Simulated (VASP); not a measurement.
Given:

```
CELL_PARAMETERS angstrom
      2.83142     0.00000     0.00000
     -0.94381     2.66949     0.00000
      0.00000     0.00000    24.10847
ATOMIC_POSITIONS crystal
  Nb 0.75000 0.25000 0.36058
  Nb 0.25000 0.75000 0.45147
  Nb 0.75000 0.25000 0.54853
  Nb 0.25000 0.75000 0.63942
```

Calculation: PBEsol GGA, VASP's PBE PAW potentials (set 64) (plane waves; VASP). Numerical set-up: PREC = Normal, 400 eV cut-off, 10×10×1 Γ-centred mesh, first-order Methfessel-Paxton smearing of 0.10 eV, potentials Nb_sv.

Problem. What does the run give for the energy per atom (σ→0), band gap (on the k-mesh) with the smallest direct gap where there is one?

Solution. 
```yaml
band gap (on the k-mesh): none (metal, semimetal or under 0.01 eV)
energy per atom (σ→0): -1003.8 kJ/mol of atoms
```

The absolute energy has meaning only against runs of the same code, potentials and settings.

The cell is a thin slab with vacuum, built from Nb (bcc): (110) face.
